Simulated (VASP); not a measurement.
Consider the following.

```
CELL_PARAMETERS angstrom
      0.00000     3.00248     3.00248
      3.00248     0.00000     3.00248
      3.00248     3.00248     0.00000
ATOMIC_POSITIONS crystal
  Pb 0.00000 0.00000 0.00000
  S  0.50000 0.50000 0.50000
```

Method: HSE06 screened hybrid, VASP's PBE PAW potentials (set 64) (plane waves; VASP). Run with 520 eV cut-off, 6×6×6 Γ-centred mesh, Gaussian smearing of 0.050 eV, potentials Pb_d S.

Unless said otherwise, spin-orbit coupling is left out, though it shifts the bands of the heavy elements here.

Q: Estimate the energy per atom (σ→0), pressure, band gap (over the mesh, the named points and PBE's band edges) with the smallest direct gap where there is one.

A: 
```yaml
band gap (over the mesh, the named points and PBE's band edges): 0.96 eV
smallest direct gap (over the mesh, the named points and PBE's band edges): 0.96 eV
energy per atom (σ→0): -5.218 eV/atom
pressure: -1.12 GPa
```

Total energies compare only between runs with the same potentials, cut-off and functional.

The compound is PbS in the rock salt structure. It was relaxed first.
